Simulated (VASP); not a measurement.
The system is GaN.

```
CELL_PARAMETERS angstrom
3.18000 0.00000 0.00000
-1.59000 2.75396 0.00000
0.00000 0.00000 5.16600
ATOMIC_POSITIONS crystal
Ga 0.33333 0.66667 0.00000
Ga 0.66667 0.33333 0.50000
N 0.33333 0.66667 0.37500
N 0.66667 0.33333 0.87500
```

```yaml
Program: VASP 6.6.1
Task: relaxation of cell and atoms
Functional: PBE
Potentials_or_basis: VASP PAW PBE potentials, release 64 (Ga_d, N)
Cutoff: 520 eV
k_mesh: 6 × 6 × 2
Occupations: gaussian, width 0.02 eV
Spin: no spin polarisation
```

At the start: pressure 7.3 GPa; volume 11.31 Å³/atom.

Q: How do energy, volume and symmetry change on relaxing?

A: Over 7 steps the energy falls by 10.2 meV/atom and the volume is 11.76 Å³/atom (+4.0 %); space group P6_3mc (No. 186, to 0.05 Å).

Step by step:
| step | energy change (eV) | largest force (eV/Å) | pressure (GPa) | volume (Å³) |
| --- | --- | --- | --- | --- |
| 1 | 0.0000 | 0.1320 | 7.26 | 45.24 |
| 2 | -0.0106 | 0.0661 | -5.38 | 48.68 |
| 3 | -0.0408 | 0.0086 | -0.01 | 47.03 |
| 4 | -0.0408 | 0.0105 | 0.13 | 47.00 |
| 5 | -0.0408 | 0.0075 | 0.12 | 47.00 |
| 6 | -0.0408 | 0.0057 | 0.11 | 47.00 |
| 7 | -0.0408 | 0.0002 | -0.01 | 47.04 |

Final structure:
```cif
data_structure
_symmetry_space_group_name_H-M 'P 1'
_symmetry_Int_Tables_number 1
_cell_length_a 3.2181
_cell_length_b 3.2181
_cell_length_c 5.2445
_cell_angle_alpha 90.000
_cell_angle_beta 90.000
_cell_angle_gamma 120.000
_cell_volume 47.04
loop_
_atom_site_label
_atom_site_type_symbol
_atom_site_fract_x
_atom_site_fract_y
_atom_site_fract_z
_atom_site_occupancy
Ga1 Ga 0.33333 0.66667 0.99920 1
Ga2 Ga 0.66667 0.33333 0.49920 1
N1 N 0.33333 0.66667 0.37580 1
N2 N 0.66667 0.33333 0.87580 1
```

Caveat: the k mesh is coarse (spacing up to 0.61 Å⁻¹), so the values aren't converged.
